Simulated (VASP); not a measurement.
These are PBE GGA, VASP's PBE PAW potentials (set 64) (plane waves; VASP 6.6.1) values and carry that method's errors.

VASP input:

**KPOINTS**
```
k-points along high-symmetry lines
10
Line-mode
Reciprocal
  0.000000   0.000000   0.000000 ! GAMMA
  0.000000   0.500000   0.000000 ! M

  0.000000   0.500000   0.000000 ! M
 -0.333333   0.666667   0.000000 ! K

 -0.333333   0.666667   0.000000 ! K
  0.000000   0.000000   0.000000 ! GAMMA

  0.000000   0.000000   0.000000 ! GAMMA
  0.000000   0.000000   0.500000 ! A

  0.000000   0.000000   0.500000 ! A
  0.000000   0.500000   0.500000 ! L

  0.000000   0.500000   0.500000 ! L
 -0.333333   0.666667   0.500000 ! H

 -0.333333   0.666667   0.500000 ! H
  0.000000   0.000000   0.500000 ! A

  0.000000   0.500000   0.500000 ! L
  0.000000   0.500000   0.000000 ! M

 -0.333333   0.666667   0.500000 ! H
 -0.333333   0.666667   0.000000 ! K
```

INCAR:
```
# general
SYSTEM  = CdS
PREC    = Accurate
ENCUT   = 400
LREAL   = F   # projection in real space or not
LASPH   = T
ICHARG  = 11   # fixed density

# electronic loop
EDIFF   = 1E-7
NELM    = 100
ALGO    = Normal   # blocked Davidson
LMAXMIX = 4   # l cut-off of mixed one-centre charges

# smearing
ISMEAR  = 0   # Gaussian
SIGMA   = 0.05   # width (eV)

# functional
GGA     = PE

# output
LWAVE   = F
LCHARG  = F
LORBIT  = 11   # lm-projected
```

File POSCAR:
```
CdS
1
    2.0980360424    -3.6339048429     0.0000000000
    2.0980360424     3.6339048429     0.0000000000
    0.0000000000     0.0000000000     6.8148994377
Cd S
2 2
Direct
  0.6666670000   0.3333330000   0.5000029639
  0.3333330000   0.6666670000   0.0000029639
  0.6666670000   0.3333330000   0.8769970361
  0.3333330000   0.6666670000   0.3769970361
```

POTCAR, in this order: Cd S (PBE.64 set). Program: vasp_std. Read from the step before: CHGCAR.

Output of the run:

**OSZICAR**
```
       N       E                     dE             d eps       ncg     rms          rms(c)
DAV:   1     0.213427289891E+03    0.21343E+03   -0.15651E+04  3976   0.122E+03
DAV:   2    -0.565682476504E+00   -0.21399E+03   -0.21000E+03  4500   0.329E+02
DAV:   3    -0.115104422607E+02   -0.10945E+02   -0.10910E+02  4638   0.750E+01
DAV:   4    -0.116306821311E+02   -0.12024E+00   -0.12013E+00  4674   0.742E+00
DAV:   5    -0.116327480475E+02   -0.20659E-02   -0.20656E-02  4772   0.928E-01
DAV:   6    -0.116328085281E+02   -0.60481E-04   -0.60477E-04  4712   0.147E-01
DAV:   7    -0.116328106941E+02   -0.21660E-05   -0.21658E-05  4816   0.248E-02
DAV:   8    -0.116328107819E+02   -0.87805E-07   -0.87781E-07  4624   0.457E-03
   1 F= -.11632811E+02 E0= -.11632811E+02  d E =-.388024E-14
```

OUTCAR:
```
 val. band max:        0.9284931857   @ k =  -0.0000   0.0000   0.0000

 cond. band min:       2.0482101115   @ k =   0.0000   0.0000   0.0000



 k-point     1 :       0.0000    0.0000    0.0000
  band No.  band energies     occupation
      1     -11.1715      2.00000
      2     -10.7807      2.00000
      3      -6.6213      2.00000
      4      -6.6170      2.00000
      5      -6.6170      2.00000
      6      -6.5424      2.00000
      7      -6.5423      2.00000
      8      -6.2502      2.00000
      9      -6.2502      2.00000
     10      -6.1694      2.00000
     11      -6.1694      2.00000
     12      -5.8567      2.00000
     13      -3.1797      2.00000
     14       0.2289      2.00000
     15       0.2289      2.00000
     16       0.8962      2.00000
     17       0.9285      2.00000
     18       0.9285      2.00000
     19       2.0482      0.00000
     20       3.6546      0.00000
     21       7.4035      0.00000
     22       7.4036      0.00000

 k-point     2 :       0.0000    0.0556    0.0000
  band No.  band energies     occupation
      1     -11.1613      2.00000
      2     -10.7761      2.00000
      3      -6.6198      2.00000
      4      -6.6127      2.00000
      5      -6.6073      2.00000
      6      -6.5376      2.00000
      7      -6.5365      2.00000
      8      -6.2523      2.00000
      9      -6.2503      2.00000
     10      -6.1736      2.00000
     11      -6.1684      2.00000
     12      -5.8497      2.00000
     13      -3.1594      2.00000
     14       0.0967      2.00000
     15       0.1914      2.00000
     16       0.6942      2.00000
     17       0.8766      2.00000
     18       0.9078      2.00000
     19       2.2774      0.00000
     20       3.7860      0.00000
     21       7.2802      0.00000
     22       7.4520      0.00000

 k-point     3 :       0.0000    0.1111    0.0000
  band No.  band energies     occupation
      1     -11.1317      2.00000
      2     -10.7631      2.00000
...
```

The density is held fixed in this step, so its total energy and stress have no physical meaning.

The compound is CdS in the wurtzite structure. It was relaxed first.
